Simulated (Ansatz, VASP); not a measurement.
# HfC in two plane-wave programs, part 2 of 2

Aim: how closely do two programs agree when they are given the same cell, functional and k mesh? The cell is taken from a series of runs on this material, whose earlier steps may have relaxed, scaled, displaced or heated it; both programs get it as it stands.

VASP 6.6.1 and Ansatz 0.2.0.

So far: The starting structure; VASP: zone-centre phonons, PBEsol.

## (3) Ansatz: zone-centre phonons, PBEsol

Level of this step: Ansatz beside VASP: Kohn-Sham DFT, plane waves, PBEsol (Ansatz).

Ansatz runs on its PAW soft_1 files.

The same cell, functional, mesh and smearing now go to Ansatz, which takes its cutoff from its data sets.

input.yaml reads:

```yaml
crystal:
  lattice:
    - [0.0, 2.2575084692, 2.3219391059]
    - [2.2575084692, 0.0, 2.3219391059]
    - [2.2575084692, 2.2575084692, 0.0]
  atoms:
    - { symbol: C, position: [0.0, 0.0, 0.0] }
    - { symbol: Hf, position: [0.5, 0.5, 0.5] }
kpoints:
  mp_grid: { grid: [16, 16, 16] }
hamiltonian:
  xc: pbesol
  pseudopotentials: { kind: paw, azcp: { folder: soft_1 }, xc_functional: pbe }
scf:
  occupations: { method: methfessel_paxton, width: 0.2 }
output:
  eigenvalues: true
phonons:
  method: dfpt
```

Command:

```bash
$ ansatz run input.yaml --threads 4 --pin off --max-ram 10240MiB --backend cpu --events-out ev --progress --plain --runs-dir out
```

Numbers of over 12 decimals in the logs are rounded to 6 here.

What it wrote:

```text
zone centre: on kpoints.mp_grid the ground state, and the responses unless they are solved on pairs of k-points, stand on 621 of the mesh's 4096 k-points, reduced under 8 symmetry operations, with k and −k counted as one. Each operation leaves every solved displacement unchanged or reverses it
Engine: ansatz 0.2.0, x86_64-unknown-linux-gnu
Pseudopotentials: kind: paw
Pseudopotential: C, paw, valence charge 4, recommended cutoff 420 eV (normal), soft_1/C.paw.azcp
Pseudopotential: Hf, paw, valence charge 26, recommended cutoff 420 eV (normal), soft_1/Hf.paw.azcp
Functional definition: PBEsol
  exchange = pbesol_x
  correlation = pbesol_c
Crystal: 2 atoms, lattice volume = 23.667 Å³
Basis set: ecut = 420 eV, 475 PW (Γ), exchange–correlation on 48×48×48 points (8 copies of the dense FFT grid, shifted against one another)
Bands: 19, of which v1, the nominal top of the filled ones, is band 15 counted from 1 (14 counted from 0)
Symmetry: 16 space group operations
k-points: 621 of 4096 (irreducible under 8 space group operations)
Non-local potential: C, projectors of the file, l = 0: 2, l = 1: 2, l = 2: 1
Non-local potential: Hf, projectors of the file, l = 0: 3, l = 1: 2, l = 2: 2, l = 3: 3
PAW form: soft (Blöchl's): semilocal exchange-correlation on the pseudo side does not see the compensation charge
PAW frozen core: C, regenerated for the run's functional, and the local potential with it (the file was generated under x = pbe(κ = 0.804, μ = 0.219515), c = pbe(β = 0.066725))
PAW frozen core: Hf, regenerated for the run's functional, and the local potential with it (the file was generated under x = pbe(κ = 0.804, μ = 0.219515), c = pbe(β = 0.066725))
PAW one-centre angular grid: C, 110 points (default); XC on 64 Gauss nodes
PAW one-centre angular grid: Hf, 590 points (default); XC on 64 Gauss nodes
Initial density: superposition of atomic densities (chi_scale 0.1, normalization cell, long waves kept (reshape's long-wave potential 0.00 eV rms))
Initial wavefunctions: pseudopotential atomic-orbital guess
Functional: x = pbesol(κ = 0.804, μ = 0.123457), c = pbesol(β = 0.046)
SCF iter   1: F=—  HF=-15848.044011 eV  |F-HF|=—  |Δ(HF+E_count)|=         —  Δρ=9.01e-2  dr2=2.54e0  ethr=3.10e-3  ⟨swp⟩=4.8  Hψ=51932  notcnv=0
preconditioner: auto → Kerker (q_TF=auto, 2.838 Å⁻¹)  [metal: Δε(μ)=0.043 eV  Ē_g=17.724 eV  σ=0.200 eV  W_gap=0.18  n_scr=14 (ndim 8)  ℏωp=40.4 eV  f_vac=0.000  D(μ)=0.20/eV (n_scr^D=0)]
SCF iter   2: F=—  HF=-15847.509263 eV  |F-HF|=—  |Δ(HF+E_count)|=   5.35e-1  S|Δr|=    0.00e0  Δρ=3.45e-2  dr2=2.84e-1  ethr=3.10e-3  ⟨swp⟩=2.4  Hψ=21625  notcnv=0  defer=1
SCF iter   3: F=—  HF=-15847.449293 eV  |F-HF|=—  |Δ(HF+E_count)|=   6.00e-2  S|Δr|=    0.00e0  Δρ=1.40e-2  dr2=2.81e-2  ethr=9.46e-4  ⟨swp⟩=2.0  Hψ=21880  notcnv=0
SCF iter   4: F=—  HF=-15847.442981 eV  |F-HF|=—  |Δ(HF+E_count)|=   6.31e-3  S|Δr|=    0.00e0  Δρ=8.11e-3  dr2=7.33e-3  ethr=9.38e-5  ⟨swp⟩=2.1  Hψ=21191  notcnv=0
SCF iter   5: F=—  HF=-15847.442985 eV  |F-HF|=—  |Δ(HF+E_count)|=   3.71e-6  S|Δr|=    0.00e0  Δρ=1.45e-3  dr2=2.77e-4  ethr=2.44e-5  ⟨swp⟩=2.0  Hψ=18541  notcnv=0
SCF iter   6: F=—  HF=-15847.442918 eV  |F-HF|=—  |Δ(HF+E_count)|=   6.69e-5  S|Δr|=    0.00e0  Δρ=2.66e-4  dr2=1.70e-5  ethr=9.24e-7  ⟨swp⟩=2.4  Hψ=20192  notcnv=0
SCF iter   7: F=—  HF=-15847.442920 eV  |F-HF|=—  |Δ(HF+E_count)|=   1.93e-6  S|Δr|=    0.00e0  Δρ=7.75e-5  dr2=1.07e-6  ethr=5.67e-8  ⟨swp⟩=2.4  Hψ=21961  notcnv=0
SCF iter   8: F=—  HF=-15847.442920 eV  |F-HF|=—  |Δ(HF+E_count)|=   7.48e-8  S|Δr|=    0.00e0  Δρ=1.39e-5  dr2=2.70e-8  ethr=3.57e-9  ⟨swp⟩=2.8  Hψ=22268  notcnv=0
SCF iter   9: F=—  HF=-15847.442920 eV  |F-HF|=—  |Δ(HF+E_count)|=   7.62e-9  S|Δr|=    0.00e0  Δρ=2.88e-6  dr2=1.64e-9  ethr=8.99e-11  ⟨swp⟩=2.5  Hψ=19388  notcnv=0
SCF iter  10: F=—  HF=-15847.442920 eV  |F-HF|=—  |Δ(HF+E_count)|=  2.55e-10  S|Δr|=    0.00e0  Δρ=2.56e-7  dr2=1.51e-11  ethr=5.48e-12  ⟨swp⟩=2.5  Hψ=20775  notcnv=0
SCF iter  11: F=-15847.442920 eV  HF=-15847.442920 eV  |F-HF|=0.00e0  |Δ(HF+E_count)|=  1.09e-11  S|Δr|=    0.00e0  Δρ=5.85e-8  dr2=3.55e-13  ethr=1.00e-12  ⟨swp⟩=4.3  Hψ=102408  notcnv=0
SCF 1 converged in 11 iterations: F = -15847.442920 eV  dr2 = 3.55e-13
  Residual-converged pass: ⟨swp⟩=1.1  Hψ=14436  notcnv=0  max |occ|·‖R‖ = 7.1e-9 eV (tolerance 1.0e-8 eV)  dr2=3.55e-13  dr2_onsite=1.50e-13  max |Δocc| = 3.1e-13
  greatest PAW one-centre occupation: 0.998 electrons in one spin orbital (limit 2), on the Hf atom at site 1 (counted from 0), in its partial waves of l = 0
DFPT response loops at Γ: preconditioner auto → Kerker (q_TF=auto, 2.838 Å⁻¹) (partly filled bands, converged f_vac=0.000); β = 1.00, the filter's whole step (`scf.mixing.beta` (0.50) is not read by the response loops under this deck's `scf.mixing.preconditioner`; to damp them name `kerker` or `kerker_dos`, under which they read `scf.mixing.beta`, and type it under 1.00, their step now; both keys bind the ground state too); Broyden in place of MSR1
SCF converged after 11 iterations
Stability not checked: this state was not tested for a lower state beside it, because cold or Methfessel-Paxton smearing, or corrected tetrahedra, fill the levels in a way that the test cannot read (fill_not_monotonic; see scf.lower_state_search)
Free energy (F): -15847.442920 eV
Harris-Foulkes:  -15847.442920 eV  (|F-HF|=0.00e0)
Internal energy: -15847.442855 eV  (E = F + TS)
E sigma→0 (E₀):  -15847.442904 eV
Entropy (-TS):   -0.000065 eV (-0.033 meV/atom)
Fermi energy:    19.681385 eV
--- Per-component energies (eV) ---
  E_band       = 103.459130
  E_kinetic    = 497.719577
  E_local      = -6064.762779  (includes V_loc(G=0)·N_el)
  E_nonlocal   = 91.623082
  E_hartree    = 2984.010375
  E_xc         = -313.371200
  E_vxc        = -315.219994  (∫ρ·V_xc dr)
  E_paw        = -7674.297458  (= ΣΔE_a)
  E_vpaw       = -73.921579  (= ΣTr[D̂ρ^β])
  E_aug_tail   = 0.000103  (compensation charges beyond the density's cutoff)
  E_ewald      = -5369.636710
  E_core_change = 1.272157  (= ΣΔE_core)
  E_smearing   = -0.000065  (= −TS)
  E_closure    = -0.000000  (closes the sum)
  Σ components = -15847.442920   (vs F -15847.442920, Δ=0.00e0)
--- Band table (eV; the first three rows and the last of 621) ---
  k-point 0: bands = [... 11 lower, 8.9915, 20.6830, 20.7821, 20.8557, 20.8557, 21.1070, 21.1070, 22.9156]
  k-point 1: bands = [... 11 lower, 8.9911, 19.9276, 20.1205, 20.2890, 21.1815, 21.3372, 21.6228, 23.4644]
  k-point 2: bands = [... 11 lower, 8.9911, 18.8374, 19.2623, 19.4170, 21.5510, 21.6774, 22.0753, 24.6015]
  k-point 620: bands = [... 11 lower, 8.9590, 16.9100, 17.6453, 19.8147, 19.8147, 25.2717, 26.8289, 26.8289]
--- Phonons (Γ-DFPT): 4 representative perturbations + reference, on 621 of 4096 k-points (Σ response iterations 12) ---
  k mesh reduced under 8 symmetry operations, with k and −k counted as one. Each operation leaves every solved displacement unchanged or reverses it
  ASR residual: 1.903e-5 → 0.000e0 eV/Å²; symmetrization residual: 1.225e-6 eV/Å²
  ASR residual per site (eV/Å²): 1.20e-5 1.90e-5
  Γ frequencies (cm⁻¹): 0.00 0.00 0.00 426.46 511.96 511.96
  non-analytic LO–TO correction: not included (Born effective charges unavailable; polar crystals: no LO–TO splitting at Γ)
```

## (4) Differences

Known differences besides the potentials themselves: the data sets hold 30 valence electrons in Ansatz (on its PAW soft_1 files) and 14 in VASP; the cutoff is 420 eV in Ansatz and 600 eV in VASP; Ansatz makes its cores anew for this functional, VASP keeps those of its PBE data sets. Total energies have different zeros and are not compared.

The two programs side by side:

| quantity | Ansatz | VASP | difference |
| --- | --- | --- | --- |
| optical mode 1 (cm⁻¹) | 426.5 | 422.1 | +1.03 % |
| optical mode 2 to 3 (cm⁻¹) | 512.0 | 512.9 | -0.19 % |

Modes are paired by rising frequency, not by their patterns, so a pair may set unlike modes beside each other; they are those without the splitting of longitudinal modes.

## (5) Summary of results

| Item | Value |
| --- | --- |
| r.m.s. difference of the optical zone-centre modes, each program's sorted by frequency (zone-centre phonons, PBEsol) | 2.6 cm⁻¹ |
| difference in optical mode 1 (zone-centre phonons, PBEsol) | +1.0 % |

What this shows: The r.m.s. difference of the optical zone-centre modes, each program's sorted by frequency is 2.6 cm⁻¹ (zone-centre phonons, PBEsol). The data sets hold unlike numbers of valence electrons (30 in Ansatz and 14 in VASP), so part of the differences comes from the potentials. Among the rows given in per cent, the largest difference of the zone-centre phonons, PBEsol pair is in optical mode 1, +1.0 %. How closely two codes agree says nothing of how well the functional describes the real material.

[Lines on the potential files, build, host, timing and source positions are cut from VASP's logs without a mark.]

[Logs are printed without paths, hosts, clocks, repeated set-up lines and the standing remarks that a program may print on its own settings, such as how far it seeks lower states.]

[Hosts, paths, dates, database ids (printed as entryN), source tags and the programs' standing remarks are cut or masked in the printed files.]
